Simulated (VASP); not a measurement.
Level of theory: PBE GGA, VASP's PBE PAW potentials (set 64) (plane waves; VASP 6.6.1).

VASP input:

File KPOINTS:
```
Automatic mesh
0
Gamma
11 11 11
0 0 0
```

**INCAR**
```
! general
SYSTEM =NiSi2
PREC   =Accurate
ENCUT  =520
LREAL  =.FALSE.   ! projection in real space or not
LASPH  =.TRUE.   ! aspherical one-centre terms

! electronic loop
EDIFF  =1E-7   ! SCF stop (eV)
NELM   =100   ! most electronic steps
ALGO   =Normal   ! blocked Davidson
LMAXMIX=4   ! l cut-off of mixed one-centre charges

! smearing
ISMEAR =-5   ! tetrahedra, Bloechl

! functional
GGA    =PE

! ions
ISIF   =2   ! forces and stress, cell fixed

! output
LWAVE  =.FALSE.
LCHARG =.TRUE.
LORBIT =11   ! lm-projected
NEDOS  =601   ! DOS grid

! other
LEFG   =.TRUE.
```

File POSCAR:
```
NiSi2
1
   -0.0000000000     2.7265216237     2.7265216237
    2.7265216237     0.0000000000     2.7265216237
    2.7265216237     2.7265216237    -0.0000000000
Si Ni
2 1
Direct
  0.2500000000   0.2500000000   0.2500000000
  0.7500000000   0.7500000000   0.7500000000
  0.0000000000   0.0000000000   0.0000000000
```

POTCAR, in this order: Si Ni (PBE.64 set). Program: vasp_std.

Problem. What will the output report for the number of irreducible k-points (NKPTS), largest plane-wave count, number of space-group operations, FFT grid (NGX, NGY, NGZ)?

Solution. 
- number of irreducible k-points (NKPTS): 56
- largest plane-wave count: 1105
- number of space-group operations: 48
- FFT grid (NGX, NGY, NGZ): 30 × 30 × 30

The compound is NiSi2 in the fluorite structure. It was relaxed first. The run is not spin-polarised, so no magnetic state was tried.
